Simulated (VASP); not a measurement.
The input files of a VASP run:

**KPOINTS**
```
Automatic mesh
0
Gamma
9 9 5
0 0 0
```

**POSCAR**
```
Gd
1
    1.8513000000    -3.2065450000     0.0000000000
    1.8513000000     3.2065450000     0.0000000000
    0.0000000000     0.0000000000     5.8956000000
Gd
2
Direct
  0.3333330000   0.6666670000   0.2500000000
  0.6666670000   0.3333330000   0.7500000000
```

### INCAR
```
SYSTEM = Gd
PREC = Accurate
ENCUT = 400
EDIFF = 1E-6
NELM = 100
ALGO = Normal
LREAL = .FALSE.
LASPH = .TRUE.
ISMEAR = 1
SIGMA = 0.1
GGA = PE
LMAXMIX = 6
LWAVE = .FALSE.
LCHARG = .FALSE.
ISIF = 2
LSORBIT = .TRUE.
MAGMOM = 0 0 0 0 0 0
GGA_COMPAT = .FALSE.
```

POTCAR, in this order: Gd_3 (PBE.64 set). Program: vasp_std.

The resulting files:

### standard output
```
 POSCAR found type information on POSCAR Gd
 POSCAR found :  1 types and       2 ions
 Reading from existing POTCAR

 -----------------------------------------------------------------------------
|                                                                             |
|     EEEEEEE  RRRRRR   RRRRRR   OOOOOOO  RRRRRR      ###     ###     ###     |
|     E        R     R  R     R  O     O  R     R     ###     ###     ###     |
|     E        R     R  R     R  O     O  R     R     ###     ###     ###     |
|     EEEEE    RRRRRR   RRRRRR   O     O  RRRRRR       #       #       #      |
|     E        R   R    R   R    O     O  R   R                               |
|     E        R    R   R    R   O     O  R    R      ###     ###     ###     |
|     EEEEEEE  R     R  R     R  OOOOOOO  R     R     ###     ###     ###     |
|                                                                             |
|     ERROR: Noncollinear calculations require that VASP is compiled          |
|     without the flag -DNGXhalf and-DNGZhalf.                                |
|     You probably tried to run a noncollinear calculation                    |
|     (LNONCOLLINEAR=T) with the executable vasp_std. Use vasp_ncl            |
|     instead!                                                                |
|                                                                             |
|       ---->  I REFUSE TO CONTINUE WITH THIS SICK JOB ... BYE!!! <----       |
|                                                                             |
 -----------------------------------------------------------------------------
```

Task: Read the log: what went wrong, and how is it fixed?

Result: The cause: LSORBIT needs the non-collinear program vasp_ncl. VASP stops with an error: ERROR: Noncollinear calculations require that VASP is compiled without the flag -DNGXhalf and-DNGZhalf. You probably tried to run a noncollinear calculation (LNONCOLLINEAR=T) with the executable vasp_std. Use vasp_ncl instead! ----> I REFUSE TO CONTINUE WITH THIS SICK JOB ... BYE!!! <---- To mend it, run vasp_ncl.

The mended run (PBE GGA with spin-orbit coupling, plane waves, VASP's PBE PAW potentials (set 64)) converges, and its OSZICAR ends with
```
   1 F= -.96610640E+01 E0= -.96626427E+01  d E =0.473600E-02  mag=    -0.0000     0.0000    -0.0000
```

The compound is Gd in the hcp structure. The cell was not relaxed at this level. The 4f electrons are frozen in the core of the lanthanide potential, so 4f levels, which can set the real gap, and their magnetism are missing.
